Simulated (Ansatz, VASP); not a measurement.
# Si (amorphous Si at 2.15 g/cm^3): VASP beside Ansatz, part 3 of 3

Wanted: the spread between two codes on one cell, functional and k mesh. Of the first pair: The cell is taken from a series of runs on this material, whose earlier steps may have relaxed, scaled, displaced or heated it; both programs get it as it stands.

VASP 6.6.1 and Ansatz 0.2.0.

So far. Step 5 (VASP: single point, PBE, pair 2): The run ends at a pressure of -1.50 GPa, with forces up to 0.035 eV/Å.

**9. VASP: single point, PBE, start cell, pair 3**

Level of this step: PBE; plane waves and PAW (Si) (VASP).

The same cell, functional, mesh and smearing now go to VASP, with its own data sets.

File INCAR:

```
SYSTEM = Si
PREC = Accurate
ENCUT = 400
EDIFF = 1E-06
NELM = 120
ISMEAR = -1
SIGMA = 0.025
LREAL = Auto
ALGO = Normal
GGA = PE
NBANDS = 216
LORBIT = 11
LWAVE = .FALSE.
LCHARG = .FALSE.
ISIF = 2
LASPH = .TRUE.
GGA_COMPAT = .FALSE.
EFERMI = MIDGAP
NCORE = 2
```

File POSCAR:

```
Si
1.0
   12.0113000000      0.0000000000      0.0000000000
    0.0000000000     12.0113000000      0.0000000000
    0.0000000000      0.0000000000     12.0113000000
Si
80
Direct
    0.0767777010      0.5656007260      0.8058494917
    0.5902441867      0.0095160391      0.5513474811
    0.0683439761      0.3662218078      0.5347630981
    0.5121177558      0.5089707192      0.7143606437
    0.6043558982      0.2282184276      0.7453731070
    0.7997885325      0.5231240582      0.1348396926
    0.5482836995      0.5981534055      0.3344767011
    0.5080132875      0.1830776019      0.5761491262
    0.6352101771      0.9262611041      0.7256083854
    0.6255609301      0.0657297711      0.8645275699
    0.4429828578      0.2677062433      0.1600659379
    0.7462972368      0.1939007435      0.1336741235
    0.2891027616      0.2823091589      0.7790497282
    0.5953726907      0.1488764747      0.2506722836
    0.1899960870      0.3759792862      0.2079791530
    0.2481080316      0.9919159458      0.6564984639
    0.0614920949      0.1394520160      0.0275490580
    0.4763764122      0.8763997236      0.4647873253
    0.3567473962      0.8343310050      0.6114075912
    0.6779782372      0.4900801745      0.6056296987
    0.0051701315      0.9984431327      0.4351402429
    0.5187198721      0.3886423618      0.0150358412
    0.8671334493      0.1399265691      0.4337582110
    0.0861022537      0.9478407833      0.0826305229
    0.2157135364      0.2468675331      0.4580186991
    0.6998160066      0.0470723402      0.3933212891
    0.0944777002      0.8510069684      0.9076369752
    0.0053283158      0.6259106009      0.1059086027
    0.5339971527      0.2782629690      0.4020797083
    0.1481604822      0.6699940889      0.9658405002
    0.3383813576      0.7001240499      0.0377727640
    0.4825039754      0.0113393221      0.9939973192
    0.2409481072      0.6864785660      0.5577081582
    0.3877182320      0.8588828853      0.9220234279
    0.4855178041      0.8033102162      0.7640222124
    0.2408065738      0.6427780507      0.3569721845
    0.5030013404      0.5883459742      0.0143531508
    0.0543321705      0.9845811860      0.6266182678
    0.5420562304      0.9714935103      0.1745023436
    0.3423359670      0.5224580187      0.6066037814
    0.9153880096      0.1801886557      0.9034076245
    0.7916628508      0.8005128504      0.7240598436
    0.9888604897      0.8386602616      0.7376387235
    0.7394620066      0.8617635060      0.3429187515
    0.3149867208      0.1726873860      0.6139135647
    0.6493635160      0.4416924063      0.4140018150
    0.1824115624      0.4313271669      0.6909160540
    0.7561379701      0.6722502976      0.5764321930
    0.6728830351      0.8243237618      0.1645117514
    0.3957606587      0.9026167026      0.2825672492
    0.0627076170      0.2273692273      0.2033085511
    0.3773862946      0.7155928168      0.2355864894
    0.2272693214      0.1529476410      0.9213407375
    0.3803418448      0.5119012929      0.4090314953
    0.7144772006      0.3650062857      0.0414776086
    0.4716974849      0.3490712912      0.8249231973
    0.3424108964      0.1223181504      0.0757869673
    0.3442924579      0.3361417998      0.3312464096
    0.6220475719      0.7419263527      0.4464379376
    0.9586805758      0.8132009025      0.1563194658
    0.2429212492      0.0045706959      0.2023594449
    0.9049062133      0.5554186474      0.9249873036
    0.8790222540      0.2467509762      0.2699624520
    0.0631988211      0.6838976630      0.6442433375
    0.9808263885      0.5001706726      0.4079991341
    0.8232414476      0.4308193118      0.3109988095
    0.6322463014      0.6312389167      0.1570021563
    0.5800704337      0.6472738172      0.8442466677
    0.7720063607      0.7065013779      0.8951237585
    0.1024368719      0.5410571712      0.2603381815
    0.8071399432      0.8593574384      0.0303630748
    0.9349362683      0.6719172779      0.4922031753
    0.9721262478      0.1341819786      0.7207462972
    0.2404818796      0.9686212150      0.8504658114
    0.1412336716      0.1058503243      0.3384812635
    0.7804400856      0.0591026783      0.9851140176
    0.7650212716      0.3401879896      0.7027965333
    0.8371117198      0.3676537927      0.8866817081
    0.9326301066      0.8276206572      0.3585124008
    0.9085611050      0.2581569023      0.5890702921
```

File KPOINTS:

```
Automatic mesh
0
Gamma
1 1 1
0 0 0
```

The projector-augmented-wave data sets are Si (PBE family, release 64).

Started as:

```
> mpirun -np 8 vasp_gam
```

Numbers of over 12 decimals in the logs are rounded to 6 here.

The log of the run:

```text
[... set-up lines as in an earlier step ...]
 entering main loop
       N       E                     dE             d eps       ncg     rms          rms(c)
DAV:   1     0.136101435874E+04    0.13610E+04   -0.11812E+05   432   0.105E+03
DAV:   2    -0.256197141567E+03   -0.16172E+04   -0.15101E+04   544   0.193E+02
DAV:   3    -0.419822867089E+03   -0.16363E+03   -0.15906E+03   544   0.561E+01
DAV:   4    -0.425143539313E+03   -0.53207E+01   -0.52651E+01   536   0.121E+01
[...]
DAV:  17    -0.417152504361E+03   -0.56453E-04   -0.13117E-04   488   0.180E-02    0.138E-02
DAV:  18    -0.417152512947E+03   -0.85859E-05   -0.14881E-05   520   0.698E-03    0.104E-02
DAV:  19    -0.417152512977E+03   -0.30039E-07   -0.32406E-06   384   0.348E-03
   1 F= -.41715251E+03 E0= -.41711342E+03  d E =-.781821E-01
```

From OUTCAR (step 9):

```text
  FREE ENERGIE OF THE ION-ELECTRON SYSTEM (eV)
  ---------------------------------------------------
  free  energy   TOTEN  =      -417.1525129768 eV

  energy  without entropy=     -417.0743308731  energy(sigma->0) =     -417.11342192
```

The run ends at a pressure of -1.59 GPa, with forces up to 0.88 eV/Å.

**10. Differences**

Forces on 8 of the 80 atoms, those with the largest forces and the largest differences (eV/Å; atoms numbered as in POSCAR):

```csv
atom,"Ansatz x, y, z","VASP x, y, z"
Si6,"-0.520, -0.030, 0.473","-0.525, -0.033, 0.477"
Si26,"0.219, -0.042, 0.769","0.222, -0.043, 0.773"
Si28,"0.054, -0.037, -0.732","0.056, -0.036, -0.729"
Si47,"0.061, -0.045, 0.689","0.063, -0.045, 0.689"
Si58,"0.840, -0.140, -0.227","0.838, -0.136, -0.222"
Si62,"0.724, -0.003, -0.311","0.723, -0.003, -0.310"
Si68,"-0.007, -0.242, -0.021","-0.013, -0.242, -0.020"
Si69,"-0.281, -0.134, -0.604","-0.278, -0.134, -0.607"
```

The forces differ by 2.1 meV/Å r.m.s., which is 0.9 % of the r.m.s. force of 0.220 eV/Å (both taken over all components).

**11. Outcome**

- r.m.s. force difference (single point, PBE, pair 1): 0.94 % of the r.m.s. force
- difference in gap on the k mesh (single point, PBE, pair 2): -6.1e-4 eV
- r.m.s. force difference (single point, PBE, start cell, pair 3): 0.94 % of the r.m.s. force

In words: The r.m.s. force difference is 0.94 % of the r.m.s. force (single point, PBE, start cell, pair 3), within the 3 % picked in this series as the mark of a large difference. 1 further run of this series is not shown here. How closely two codes agree says nothing of how well the functional describes the real material.

[Lines on the potential files, build, host, timing and source positions are cut from VASP's logs without a mark.]

[Logs are printed without paths, hosts, clocks, repeated set-up lines and the standing remarks that a program may print on its own settings, such as how far it seeks lower states.]

[Hosts, paths, dates, database ids (printed as entryN), source tags and the programs' standing remarks are cut or masked in the printed files.]
